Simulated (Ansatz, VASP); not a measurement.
## Two plane-wave programs on Ba2PdPtC6N6

INCAR

```
SYSTEM = Ba2PdPtC6N6
ALGO = Normal ; EDIFF = 1E-6
ENCUT = 520 ; GGA = PE
ISIF = 2 ; ISMEAR = 0
LASPH = .True. ; LCHARG = .False.
LREAL = Auto ; LWAVE = .False.
NBANDS = 61 ; NELM = 80
PREC = Accurate ; SIGMA = 0.1
```

Contents of KPOINTS:

```
k-points
0
Gamma
  4 4 4
  0 0 0
```

Contents of POSCAR:

```
Ba2PdPtC6N6
1.0
    0.0000000000      5.1155000000      5.1155000000
    5.1155000000      0.0000000000      5.1155000000
    5.1155000000      5.1155000000      0.0000000000
Ba Pd Pt C N
2 1 1 6 6
Direct
    0.2500000000      0.2500000000      0.2500000000
    0.7500000000      0.7500000000      0.7500000000
    0.0000000000      0.0000000000      0.0000000000
    0.5000000000      0.5000000000      0.5000000000
    0.8105757000      0.1894243000      0.1894243000
    0.1894243000      0.8105757000      0.1894243000
    0.1894243000      0.1894243000      0.8105757000
    0.1894243000      0.8105757000      0.8105757000
    0.8105757000      0.1894243000      0.8105757000
    0.8105757000      0.8105757000      0.1894243000
    0.6962173800      0.3037826200      0.3037826200
    0.3037826200      0.6962173800      0.3037826200
    0.3037826200      0.3037826200      0.6962173800
    0.3037826200      0.6962173800      0.6962173800
    0.6962173800      0.3037826200      0.6962173800
    0.6962173800      0.6962173800      0.3037826200
```

Input for Ansatz:

```yaml
crystal:
  lattice:
    - [0.0, 5.1155, 5.1155]
    - [5.1155, 0.0, 5.1155]
    - [5.1155, 5.1155, 0.0]
  atoms:
    - { symbol: Ba, position: [0.25, 0.25, 0.25] }
    - { symbol: Ba, position: [0.75, 0.75, 0.75] }
    - { symbol: Pd, position: [0.0, 0.0, 0.0] }
    - { symbol: Pt, position: [0.5, 0.5, 0.5] }
    - { symbol: C, position: [0.8105757, 0.1894243, 0.1894243] }
    - { symbol: C, position: [0.1894243, 0.8105757, 0.1894243] }
    - { symbol: C, position: [0.1894243, 0.1894243, 0.8105757] }
    - { symbol: C, position: [0.1894243, 0.8105757, 0.8105757] }
    - { symbol: C, position: [0.8105757, 0.1894243, 0.8105757] }
    - { symbol: C, position: [0.8105757, 0.8105757, 0.1894243] }
    - { symbol: "N", position: [0.69621738, 0.30378262, 0.30378262] }
    - { symbol: "N", position: [0.30378262, 0.69621738, 0.30378262] }
    - { symbol: "N", position: [0.30378262, 0.30378262, 0.69621738] }
    - { symbol: "N", position: [0.30378262, 0.69621738, 0.69621738] }
    - { symbol: "N", position: [0.69621738, 0.30378262, 0.69621738] }
    - { symbol: "N", position: [0.69621738, 0.69621738, 0.30378262] }
basis:
  ecutwfc: 420
kpoints:
  mp_grid: { grid: [4, 4, 4] }
hamiltonian:
  xc: pbe
scf:
  occupations: { method: gaussian, width: 0.1 }
  lower_state_search: "off"
output:
  forces: true
  stress: true
  eigenvalues: true
```

Alike in both runs: task single point; functional PBE; k mesh 4 × 4 × 4; occupations gaussian, width 0.1 eV; no spin polarisation.

```csv
,VASP,Ansatz
version,VASP 6.6.1,Ansatz 0.2.0
potentials or method,"VASP PAW PBE potentials, release 64 (Ba_sv, Pd, Pt, C, N)","scalar-relativistic, plane waves, PAW"
plane-wave cutoff (eV),520,420
valence electrons in the cell,94,110
```

Ansatz gave:

| Property | Result |
| --- | --- |
| gap on the k mesh at the Fermi level (eV) | none |
| pressure (GPa) | 19.8 |
| rms of the force components (eV/Å) | 0.743 |

Question: Estimate VASP's values.

Answer: gap on the k mesh at the Fermi level (eV): none; pressure (GPa): 20.2; rms of the force components (eV/Å): 0.580.

Atom by atom the forces differ by 0.184 eV/Å (rms over components). A gap of «none» marks a metal or a gap that the smearing closes. The two sets of potentials don't hold the same shells in valence.

Caveats: the standard files for N, O and F lose accuracy on very short bonds; so large a pressure means that the cell lies far from this level's equilibrium, or that cutoff or potentials fall short (VASP); forces of over 1 eV/Å show positions far from the minimum, so gaps and moduli don't describe the material at rest. The runs have no spin-orbit coupling, so splittings on Ba, Pt are missing.
